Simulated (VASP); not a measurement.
# XPS shifts in PtW9

Wanted: the chemical shifts that photoemission would resolve in PtW9.

Main program and level: VASP 6.6.1; PBEsol; plane waves and PAW (Pt, W), in the first sound run; inputs show where later runs differ.

## (1) The starting structure

The cell holds 20 atoms: 2 Pt and 18 W. Its edges and angles: a = 6.340 Å, b = 6.340 Å, c = 20.340 Å, α = 90.0°, β = 90.0°, γ = 90.0°. It derives from W. Pt replaces host atoms (quarter in the top layer, both faces). Regions: layer 1, 4 atoms (3 W and 1 Pt); layer 2, 4 atoms (4 W); layer 3, 4 atoms (4 W); other layers, 8 atoms (7 W and 1 Pt). Vacuum lies along c.

## (2) Relaxation

The free atoms are relaxed first inside the given cell, which is kept (ISIF = 0), since core levels depend on the positions.

INCAR reads:

```
SYSTEM = PtW9
PREC = Normal
ENCUT = 330
EDIFF = 1E-05
NELM = 100
ISMEAR = 0
SIGMA = 0.1
LREAL = Auto
ALGO = Fast
GGA = PS
NBANDS = 84
LASPH = .TRUE.
LWAVE = .FALSE.
LCHARG = .FALSE.
NCORE = 8
IBRION = 2
NSW = 50
ISIF = 0
EDIFFG = -0.05
```

POSCAR reads:

```
PtW9
1.0
    6.3400000000      0.0000000000      0.0000000000
    0.0000000000      6.3400000000      0.0000000000
    0.0000000000      0.0000000000     20.3400000000
Pt W
2 18
Selective dynamics
Direct
    0.0000000000      0.0000000000      0.6558505410  T T T
    0.0000000000      0.0000000000      0.3441494590  T T T
    0.5000000000      0.0000000000      0.6558505410  T T T
    0.0000000000      0.5000000000      0.6558505410  T T T
    0.5000000000      0.5000000000      0.6558505410  T T T
    0.2500000000      0.2500000000      0.5779252700  T T T
    0.7500000000      0.2500000000      0.5779252700  T T T
    0.2500000000      0.7500000000      0.5779252700  T T T
    0.7500000000      0.7500000000      0.5779252700  T T T
    0.0000000000      0.0000000000      0.5000000000  F F F
    0.5000000000      0.0000000000      0.5000000000  F F F
    0.0000000000      0.5000000000      0.5000000000  F F F
    0.5000000000      0.5000000000      0.5000000000  F F F
    0.2500000000      0.2500000000      0.4220747300  T T T
    0.7500000000      0.2500000000      0.4220747300  T T T
    0.2500000000      0.7500000000      0.4220747300  T T T
    0.7500000000      0.7500000000      0.4220747300  T T T
    0.5000000000      0.0000000000      0.3441494590  T T T
    0.0000000000      0.5000000000      0.3441494590  T T T
    0.5000000000      0.5000000000      0.3441494590  T T T
```

KPOINTS reads:

```
Automatic mesh
0
Gamma
3 3 1
0 0 0
```

The projector-augmented-wave data sets are Pt and W (PBE family, release 64).

Started as:

```sh
$ mpirun -np 8 vasp_std
```

The log of the run:

```text
[banner, memory and clock lines left out]
running    8 mpi-ranks, on    1 nodes
 distrk:  each k-point on    8 cores,    1 groups
 distr:  one band on    8 cores,    1 groups

 POSCAR found type information on POSCAR PtW
 POSCAR found :  2 types and      20 ions
|                                                                             |
|           W    W    AA    RRRRR   N    N  II  N    N   GGGG   !!!           |
|           W    W   A  A   R    R  NN   N  II  NN   N  G    G  !!!           |
|           W    W  A    A  R    R  N N  N  II  N N  N  G       !!!           |
|           W WW W  AAAAAA  RRRRR   N  N N  II  N  N N  G  GGG   !            |
|           WW  WW  A    A  R   R   N   NN  II  N   NN  G    G                |
|           W    W  A    A  R    R  N    N  II  N    N   GGGG   !!!           |
|                                                                             |
|     For optimal performance we recommend to set                             |
|       NCORE = 2 up to number-of-cores-per-socket                            |
|     NCORE specifies how many cores store one orbital (NPAR=cpu/NCORE).      |
|     This setting can greatly improve the performance of VASP for DFT.       |
|     The default, NCORE=1 might be grossly inefficient on modern             |
|     multi-core architectures or massively parallel machines. Do your        |
|     Unfortunately you need to use the default for GW and RPA                |
|     calculations (for HF NCORE is supported but not extensively tested      |
|     yet).                                                                   |
|                                                                             |

|                                                                             |
|               ----> ADVICE to this user running VASP <----                  |
|                                                                             |
|     You enforced a specific xc type in the INCAR file but a different       |
|     [... a line on the potential file left out ...]
|     I HOPE YOU KNOW WHAT YOU ARE DOING!                                     |
|                                                                             |

 LDA part: xc-table for (Slater+PW92), standard interpolation
 POSCAR, INCAR and KPOINTS ok, starting setup
 FFT: planning ... GRIDC
 FFT: planning ... GRID_SOFT
 FFT: planning ... GRID
 WAVECAR not read
 entering main loop
       N       E                     dE             d eps       ncg     rms          rms(c)
DAV:   1     0.512893156945E+03    0.51289E+03   -0.37954E+04   504   0.855E+02
DAV:   2    -0.182491918269E+03   -0.69539E+03   -0.64692E+03   672   0.222E+02
DAV:   3    -0.257493283539E+03   -0.75001E+02   -0.71242E+02   636   0.713E+01
DAV:   4    -0.263609443467E+03   -0.61162E+01   -0.59465E+01   848   0.171E+01
DAV:   5    -0.263817461637E+03   -0.20802E+00   -0.20418E+00   728   0.345E+00    0.822E+01
RMM:   6    -0.257515313885E+03    0.63021E+01   -0.12097E+02   592   0.210E+01    0.401E+01
RMM:   7    -0.282011728152E+03   -0.24496E+02   -0.20948E+02   653   0.274E+01    0.284E+01
RMM:   8    -0.242121706540E+03    0.39890E+02   -0.73140E+01   557   0.200E+01    0.102E+01
RMM:   9    -0.243304731549E+03   -0.11830E+01   -0.24556E+01   631   0.965E+00    0.490E+00
RMM:  10    -0.243371508935E+03   -0.66777E-01   -0.30344E+00   669   0.349E+00    0.367E+00
RMM:  11    -0.243296712468E+03    0.74796E-01   -0.47818E-01   656   0.128E+00    0.320E+00
RMM:  12    -0.243285704521E+03    0.11008E-01   -0.55000E-01   608   0.136E+00    0.191E+00
RMM:  13    -0.243282912824E+03    0.27917E-02   -0.10814E-01   645   0.706E-01    0.107E+00
RMM:  14    -0.243268407931E+03    0.14505E-01   -0.22578E-02   606   0.323E-01    0.763E-01
RMM:  15    -0.243260883888E+03    0.75240E-02   -0.16031E-02   613   0.239E-01    0.528E-01
RMM:  16    -0.243257658998E+03    0.32249E-02   -0.33759E-02   642   0.279E-01    0.234E-01
RMM:  17    -0.243258237100E+03   -0.57810E-03   -0.36785E-03   646   0.128E-01    0.143E-01
RMM:  18    -0.243259002539E+03   -0.76544E-03   -0.60633E-03   647   0.121E-01    0.115E-01
RMM:  19    -0.243258410042E+03    0.59250E-03   -0.10736E-03   530   0.835E-02    0.471E-02
RMM:  20    -0.243258588866E+03   -0.17882E-03   -0.28582E-03   614   0.809E-02    0.758E-02
RMM:  21    -0.243258363637E+03    0.22523E-03   -0.34648E-04   533   0.507E-02    0.395E-02
RMM:  22    -0.243258404898E+03   -0.41260E-04   -0.52736E-04   612   0.365E-02    0.340E-02
RMM:  23    -0.243258506500E+03   -0.10160E-03   -0.15945E-04   564   0.208E-02    0.335E-02
RMM:  24    -0.243258546372E+03   -0.39872E-04   -0.17001E-05   323   0.115E-02    0.184E-02
RMM:  25    -0.243258679599E+03   -0.13323E-03   -0.11446E-04   542   0.165E-02    0.106E-02
RMM:  26    -0.243258761236E+03   -0.81637E-04   -0.11948E-05   315   0.833E-03    0.130E-02
RMM:  27    -0.243258773130E+03   -0.11894E-04   -0.56723E-06   304   0.680E-03    0.548E-03
RMM:  28    -0.243258791881E+03   -0.18751E-04   -0.51122E-06   302   0.483E-03    0.306E-03
RMM:  29    -0.243258797917E+03   -0.60355E-05   -0.26183E-06   229   0.358E-03
   1 F= -.24325880E+03 E0= -.24318964E+03  d E =-.243259E+03
 curvature:   0.00 expect dE= 0.000E+00 dE for cont linesearch  0.000E+00
 trial: gam= 0.00000 g(F)=  0.297E+01 g(S)=  0.000E+00 ort = 0.000E+00 (trialstep = 0.100E+01)
 search vector abs. value=  0.297E+01
 bond charge predicted
       N       E                     dE             d eps       ncg     rms          rms(c)
DAV:   1    -0.244744465529E+03   -0.14857E+01   -0.40849E+02   504   0.545E+01    0.602E+00
RMM:   2    -0.245106531908E+03   -0.36207E+00   -0.58080E+00   519   0.796E+00    0.630E+00
RMM:   3    -0.245113985384E+03   -0.74535E-02   -0.18424E+00   609   0.318E+00    0.417E+00
RMM:   4    -0.245196530370E+03   -0.82545E-01   -0.79333E-01   576   0.202E+00    0.362E+00
RMM:   5    -0.245107712804E+03    0.88818E-01   -0.35327E-01   534   0.164E+00    0.108E+00
RMM:   6    -0.245111554166E+03   -0.38414E-02   -0.14674E-01   650   0.821E-01    0.543E-01
RMM:   7    -0.245107926040E+03    0.36281E-02   -0.38353E-02   573   0.455E-01    0.348E-01
RMM:   8    -0.245107362440E+03    0.56360E-03   -0.15726E-02   617   0.283E-01    0.203E-01
RMM:   9    -0.245106968847E+03    0.39359E-03   -0.53651E-03   611   0.161E-01    0.938E-02
RMM:  10    -0.245107105711E+03   -0.13686E-03   -0.18735E-03   702   0.772E-02    0.516E-02
RMM:  11    -0.245107133524E+03   -0.27813E-04   -0.35787E-04   629   0.336E-02    0.243E-02
RMM:  12    -0.245107147098E+03   -0.13573E-04   -0.11645E-04   500   0.204E-02    0.136E-02
RMM:  13    -0.245107148950E+03   -0.18528E-05   -0.26598E-05   340   0.114E-02
   2 F= -.24510715E+03 E0= -.24506113E+03  d E =-.184835E+01
[... from here on, the cycles between the ionic steps are left out ...]
   3 F= -.24513372E+03 E0= -.24508703E+03  d E =-.187492E+01
   4 F= -.24547478E+03 E0= -.24543301E+03  d E =-.341059E+00
   5 F= -.24559545E+03 E0= -.24555428E+03  d E =-.461735E+00
   6 F= -.24570738E+03 E0= -.24566903E+03  d E =-.111922E+00
   7 F= -.24573186E+03 E0= -.24569287E+03  d E =-.136401E+00
   8 F= -.24573658E+03 E0= -.24569690E+03  d E =-.472460E-02
   9 F= -.24573823E+03 E0= -.24569875E+03  d E =-.637861E-02
 curvature:  -0.39 expect dE=-0.984E-03 dE for cont linesearch -0.131E-07
 trial: gam= 0.15268 g(F)=  0.253E-02 g(S)=  0.000E+00 ort = 0.242E-04 (trialstep = 0.107E+01)
 search vector abs. value=  0.294E-02
 bond charge predicted
       N       E                     dE             d eps       ncg     rms          rms(c)
DAV:   1    -0.245739791011E+03   -0.15518E-02   -0.42439E-01   512   0.170E+00    0.188E-01
RMM:   2    -0.245739983356E+03   -0.19234E-03   -0.34218E-03   513   0.209E-01    0.103E-01
RMM:   3    -0.245740054375E+03   -0.71019E-04   -0.17552E-03   603   0.944E-02    0.969E-02
RMM:   4    -0.245739987320E+03    0.67055E-04   -0.56042E-04   549   0.558E-02    0.364E-02
RMM:   5    -0.245739985175E+03    0.21455E-05   -0.16288E-04   542   0.304E-02    0.134E-02
RMM:   6    -0.245739986982E+03   -0.18077E-05   -0.35250E-05   361   0.127E-02
  10 F= -.24573999E+03 E0= -.24569997E+03  d E =-.175285E-02
 trial-energy change:   -0.001753  1 .order   -0.001726   -0.002709   -0.000743
 step:   1.4749(harm=  1.4749)  dis= 0.01100  next Energy=  -245.740100 (dE=-0.187E-02)
 reached required accuracy - stopping structural energy minimisation
```

It took 79 s on 8 MPI ranks of AMD EPYC 7R43, shared host; peak memory 0.8 GiB.

The logs omit lines about the potential files and the build; timing stands in the text.

OUTCAR, selected parts (step 2):

```text
ion  position               nearest neighbor table
   1  0.000  0.000  0.656-   6 2.75   7 2.75   8 2.75   9 2.75   3 3.17   4 3.17   4 3.17   3 3.17
                            10 3.17
   2  0.000  0.000  0.344-  14 2.75  15 2.75  16 2.75  17 2.75  18 3.17  19 3.17  19 3.17  18 3.17
                            10 3.17
   3  0.500  0.000  0.656-   6 2.75   7 2.75   8 2.75   9 2.75   1 3.17   5 3.17   5 3.17   1 3.17
                            11 3.17
   4  0.000  0.500  0.656-   6 2.75   7 2.75   8 2.75   9 2.75   1 3.17   5 3.17   1 3.17   5 3.17
                            12 3.17
   5  0.500  0.500  0.656-   6 2.75   7 2.75   8 2.75   9 2.75   3 3.17   4 3.17   3 3.17   4 3.17
                            13 3.17
   6  0.250  0.250  0.578-  10 2.75  11 2.75  12 2.75  13 2.75   1 2.75   3 2.75   4 2.75   5 2.75
                            14 3.17   8 3.17   7 3.17   8 3.17   7 3.17
   7  0.750  0.250  0.578-  10 2.75  11 2.75  12 2.75  13 2.75   1 2.75   3 2.75   4 2.75   5 2.75
                            15 3.17   9 3.17   6 3.17   9 3.17   6 3.17
   8  0.250  0.750  0.578-  10 2.75  11 2.75  12 2.75  13 2.75   1 2.75   3 2.75   4 2.75   5 2.75
                            16 3.17   9 3.17   6 3.17   6 3.17   9 3.17
   9  0.750  0.750  0.578-  10 2.75  11 2.75  12 2.75  13 2.75   1 2.75   3 2.75   4 2.75   5 2.75
                            17 3.17   8 3.17   7 3.17   7 3.17   8 3.17
  10  0.000  0.000  0.500-   6 2.75   7 2.75   8 2.75   9 2.75  14 2.75  15 2.75  16 2.75  17 2.75
                            11 3.17  12 3.17  12 3.17  11 3.17   1 3.17   2 3.17
  11  0.500  0.000  0.500-   6 2.75   7 2.75   8 2.75   9 2.75  14 2.75  15 2.75  16 2.75  17 2.75
                            10 3.17  13 3.17  13 3.17  10 3.17   3 3.17  18 3.17
  12  0.000  0.500  0.500-   6 2.75   7 2.75   8 2.75   9 2.75  14 2.75  15 2.75  16 2.75  17 2.75
                            10 3.17  13 3.17  10 3.17  13 3.17   4 3.17  19 3.17
  13  0.500  0.500  0.500-   6 2.75   7 2.75   8 2.75   9 2.75  14 2.75  15 2.75  16 2.75  17 2.75
                            11 3.17  12 3.17  11 3.17  12 3.17   5 3.17  20 3.17
  14  0.250  0.250  0.422-  10 2.75  11 2.75  12 2.75  13 2.75   2 2.75  18 2.75  19 2.75  20 2.75
                             6 3.17  16 3.17  15 3.17  16 3.17  15 3.17
  15  0.750  0.250  0.422-  10 2.75  11 2.75  12 2.75  13 2.75   2 2.75  18 2.75  19 2.75  20 2.75
                             7 3.17  17 3.17  14 3.17  17 3.17  14 3.17
  16  0.250  0.750  0.422-  10 2.75  11 2.75  12 2.75  13 2.75   2 2.75  18 2.75  19 2.75  20 2.75
                             8 3.17  17 3.17  14 3.17  14 3.17  17 3.17
  17  0.750  0.750  0.422-  10 2.75  11 2.75  12 2.75  13 2.75   2 2.75  18 2.75  19 2.75  20 2.75
                             9 3.17  16 3.17  15 3.17  15 3.17  16 3.17
  18  0.500  0.000  0.344-  14 2.75  15 2.75  16 2.75  17 2.75   2 3.17  20 3.17  20 3.17   2 3.17
                            11 3.17
  19  0.000  0.500  0.344-  14 2.75  15 2.75  16 2.75  17 2.75   2 3.17  20 3.17   2 3.17  20 3.17
                            12 3.17
  20  0.500  0.500  0.344-  14 2.75  15 2.75  16 2.75  17 2.75  18 3.17  19 3.17  18 3.17  19 3.17
                            13 3.17

  LATTYP: Found a simple tetragonal cell.
 ALAT       =     6.3400000000
 C/A-ratio  =     3.2082018927

 Subroutine GETGRP returns: Found 16 space group operations
 (whereof 16 operations were pure point group operations)

The static configuration has the point symmetry D_4h.

 Found      3 irreducible k-points:

   k-points           NKPTS =      3   k-points in BZ     NKDIM =      3   number of bands    NBANDS=     84

   dimension x,y,z NGX =    28 NGY =   28 NGZ =   90
   dimension x,y,z NGXF=    56 NGYF=   56 NGZF=  180

   ENCUT  =  330.0 eV  24.25 Ry    4.92 a.u.   9.39  9.39 30.13*2*pi/ulx,y,z

   NELECT =     128.0000    total number of electrons

 k-points in reciprocal lattice and weights: Automatic mesh
   0.00000000  0.00000000  0.00000000       0.111
   0.33333333  0.00000000  0.00000000       0.444
   0.33333333  0.33333333  0.00000000       0.444

 average (electrostatic) potential at core
       1 -73.4911       2 -73.4911       3 -44.6664       4 -44.6664       5 -44.7142
       6 -44.7157       7 -44.7157       8 -44.7157       9 -44.7157      10 -44.9523
      11 -45.0121      12 -45.0121      13 -44.6622      14 -44.7157      15 -44.7157
      16 -44.7157      17 -44.7157      18 -44.6664      19 -44.6664      20 -44.7142

 E-fermi :   0.5338

 k-point     1 :       0.0000    0.0000    0.0000
  band No.  band energies     occupation
    ...
     58      -0.2538      2.00000
     59      -0.1147      2.00000
     60       0.3076      1.99862
     61       0.3076      1.99862
     62       0.3402      1.99380
     63       0.8242      0.00004
     64       0.8242      0.00004
     65       0.9231      0.00000
     66       1.0655      0.00000
     67       1.1083      0.00000
    ...

 k-point     2 :       0.3333    0.0000    0.0000
  band No.  band energies     occupation
    ...
     59       0.0721      2.00000
     60       0.0944      2.00000
     61       0.1322      2.00000
     62       0.4116      1.91607
     63       0.5282      1.06286
     64       0.6199      0.22358
     65       0.6646      0.06443
     66       0.7676      0.00095
     67       0.8055      0.00012
     68       0.9892      0.00000
    ...

 k-point     3 :       0.3333    0.3333    0.0000
  band No.  band energies     occupation
    ...
     62       0.0715      2.00000
     63       0.2528      1.99993
     64       0.2731      1.99977
     65       0.3378      1.99444
     66       0.4847      1.51261
     67       0.6196      0.22477
     68       0.7460      0.00269
     69       0.8638      0.00000
     70       1.2013      0.00000
     71       1.2114      0.00000
    ...

  energy-cutoff  :      330.00
  volume of cell :      817.58
      direct lattice vectors                 reciprocal lattice vectors
     6.340000000  0.000000000  0.000000000     0.157728707  0.000000000  0.000000000
     0.000000000  6.340000000  0.000000000     0.000000000  0.157728707  0.000000000
     0.000000000  0.000000000 20.340000000     0.000000000  0.000000000  0.049164208

 POSITION                                       TOTAL-FORCE (eV/Angst)
 -----------------------------------------------------------------------------------
      0.00000      0.00000     13.11709        -0.000000      0.000000     -0.021905
      0.00000      0.00000      7.22291         0.000000      0.000000      0.021905
      3.17000      0.00000     13.10681         0.000000      0.000000      0.011998
      0.00000      3.17000     13.10681         0.000000      0.000000      0.011998
      3.17000      3.17000     13.10139         0.000000      0.000000      0.016735
      1.61027      1.61027     11.74968         0.017578      0.017578      0.004240
      4.72973      1.61027     11.74968        -0.017578      0.017578      0.004240
      1.61027      4.72973     11.74968         0.017578     -0.017578      0.004240
      4.72973      4.72973     11.74968        -0.017578     -0.017578      0.004240
      0.00000      0.00000     10.17000         0.000000      0.000000      0.000000
      3.17000      0.00000     10.17000         0.000000      0.000000      0.000000
      0.00000      3.17000     10.17000         0.000000      0.000000      0.000000
      3.17000      3.17000     10.17000         0.000000      0.000000      0.000000
      1.61027      1.61027      8.59032         0.017578      0.017578     -0.004240
      4.72973      1.61027      8.59032        -0.017578      0.017578     -0.004240
      1.61027      4.72973      8.59032         0.017578     -0.017578     -0.004240
      4.72973      4.72973      8.59032        -0.017578     -0.017578     -0.004240
      3.17000      0.00000      7.23319        -0.000000      0.000000     -0.011998
      0.00000      3.17000      7.23319        -0.000000      0.000000     -0.011998
      3.17000      3.17000      7.23861         0.000000      0.000000     -0.016735
 -----------------------------------------------------------------------------------
    total drift:                                0.000000      0.000000     -0.000000

  FREE ENERGIE OF THE ION-ELECTRON SYSTEM (eV)
  ---------------------------------------------------
  free  energy   TOTEN  =      -245.7399869822 eV

  energy  without entropy=     -245.6599623408  energy(sigma->0) =     -245.69997466

 reached required accuracy - stopping structural energy minimisation
```

CONTCAR:

```
PtW9
   1.00000000000000
     6.3399999999999999    0.0000000000000000    0.0000000000000000
     0.0000000000000000    6.3399999999999999    0.0000000000000000
     0.0000000000000000    0.0000000000000000   20.3399999999999999
  Pt              W
     2    18
Selective dynamics
Direct
     0.0000000000000000    0.0000000000000000    0.6448911614468043   T   T   T
     0.0000000000000000    0.0000000000000000    0.3551088385531957   T   T   T
     0.5000000000000000    0.0000000000000000    0.6443857841475537   T   T   T
     0.0000000000000000    0.5000000000000000    0.6443857841475537   T   T   T
     0.5000000000000000    0.5000000000000000    0.6441192325816691   T   T   T
     0.2539855383173875    0.2539855383173875    0.5776636735786082   T   T   T
     0.7460144616826125    0.2539855383173875    0.5776636735786082   T   T   T
     0.2539855383173875    0.7460144616826125    0.5776636735786082   T   T   T
     0.7460144616826125    0.7460144616826125    0.5776636735786082   T   T   T
     0.0000000000000000    0.0000000000000000    0.5000000000000000   F   F   F
     0.5000000000000000    0.0000000000000000    0.5000000000000000   F   F   F
     0.0000000000000000    0.5000000000000000    0.5000000000000000   F   F   F
     0.5000000000000000    0.5000000000000000    0.5000000000000000   F   F   F
     0.2539855383173875    0.2539855383173875    0.4223363264213918   T   T   T
     0.7460144616826125    0.2539855383173875    0.4223363264213918   T   T   T
     0.2539855383173875    0.7460144616826125    0.4223363264213918   T   T   T
     0.7460144616826125    0.7460144616826125    0.4223363264213918   T   T   T
     0.5000000000000000    0.0000000000000000    0.3556142158524465   T   T   T
     0.0000000000000000    0.5000000000000000    0.3556142158524465   T   T   T
     0.5000000000000000    0.5000000000000000    0.3558807674183309   T   T   T
```

The PAW data sets were made with PBE, which is usual practice but a small mismatch for other functionals. The data set W keeps the semicore shell frozen, which is cheaper and a little less accurate. The run keeps the 16 symmetry operations of its start, so it cannot find a distortion of lower symmetry.

(Part 1 of 3 ends here.)

[Lines on the potential files, build, host, timing and source positions are cut from VASP's logs without a mark.]

[Logs are printed without paths, hosts, clocks, repeated set-up lines and the standing remarks that a program may print on its own settings, such as how far it seeks lower states.]

[Hosts, paths, dates, database ids (printed as entryN), source tags and the programs' standing remarks are cut or masked in the printed files.]
